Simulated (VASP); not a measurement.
Input:

```xyz
2
Lattice="2.8215 0.0000 0.0000 0.0000 2.8215 0.0000 0.0000 0.0000 2.8215" Properties=species:S:1:pos:R:3 pbc="T T T"
Al     1.4108     1.4108     1.4108
Co     0.0000     0.0000     0.0000
```

Level of theory: PBE GGA with D3 dispersion (zero damping), VASP's PBE PAW potentials (set 64) (plane waves; VASP). Settings: 520 eV cut-off, 12×12×12 Γ-centred mesh, first-order Methfessel-Paxton smearing of 0.10 eV, potentials Al Co.

Estimate the energy per atom (σ→0), band gap (on the k-mesh) with the smallest direct gap where there is one.

```yaml
band gap (on the k-mesh): none (metal, semimetal or under 0.01 eV)
energy per atom (σ→0): -609.4 kJ/mol of atoms
```

The absolute energy has meaning only against runs of the same code, potentials and settings.

The compound is CoAl in the CsCl type structure. It was relaxed first. The start is the result of an earlier pass. The run is not spin-polarised, so no magnetic state was tried.
